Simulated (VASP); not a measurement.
Input:

```
CELL_PARAMETERS angstrom
      3.50357     0.00000     0.00000
      0.00000     3.50357     0.00000
      0.00000     0.00000     3.50357
ATOMIC_POSITIONS crystal
  Si 0.00000 0.00000 0.00000
  Ni 0.00000 0.50000 0.50000
  Ni 0.50000 0.00000 0.50000
  Ni 0.50000 0.50000 0.00000
```

Level of theory: PBE GGA, VASP's PBE PAW potentials (set 64) (plane waves; VASP). Run with 400 eV cut-off, 8×8×8 Γ-centred mesh, first-order Methfessel-Paxton smearing of 0.10 eV, potentials Si Ni.

Question: Estimate the energy per atom (σ→0), band gap (on the k-mesh) with the smallest direct gap where there is one.

Answer: 
band gap (on the k-mesh): none (metal, semimetal or under 0.01 eV)
energy per atom (σ→0): -5.921 eV/atom

Only differences to runs with the same potentials and settings are physical.

The compound is Ni3Si in the L1_2 structure. It was relaxed first. The start is the result of an earlier pass. The run is not spin-polarised, so no magnetic state was tried.
